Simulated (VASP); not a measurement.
Input of a VASP 6.6.1 run:

INCAR

```
PREC = Accurate
ENCUT = 600
EDIFF = 1E-7
ISMEAR = 0
SIGMA = 0.05
LREAL = F
LASPH = T
NELM = 60
ALGO = Normal
ISIF = 3
LWAVE = F
LCHARG = F
GGA = PE
IBRION = 2
NSW = 60
EDIFFG = -0.005
```

KPOINTS

```
regular mesh
0
Gamma
  7 7 7
```

File POSCAR:

```
CuB
1.0
    4.0608500000      0.0000000000      0.0000000000
    0.0000000000      4.0608500000      0.0000000000
    0.0000000000      0.0000000000      4.0608500000
Cu B
3 3
Direct
    0.5000000000      0.0000000000      0.0000000000
    0.0000000000      0.5000000000      0.0000000000
    0.0000000000      0.0000000000      0.5000000000
    0.0000000000      0.5000000000      0.5000000000
    0.5000000000      0.0000000000      0.5000000000
    0.5000000000      0.5000000000      0.0000000000
```

Potentials or basis: VASP PAW PBE potentials, release 64 (Cu, B).

Command:

```console
$ cat potpaw_PBE.64/Cu/POTCAR potpaw_PBE.64/B/POTCAR > POTCAR
$ mpirun -np 1 vasp_std > vasp.out
```

(1) What does it give for the space group after relaxing (to 0.05 Å)?

(2) What does it give for the relaxed volume?

(3) Estimate the band gap on the k mesh.

## Answers

(1) Pm-3m (No. 221).

(2) 11.18 Å³/atom.

(3) none (metal or under the smearing width).
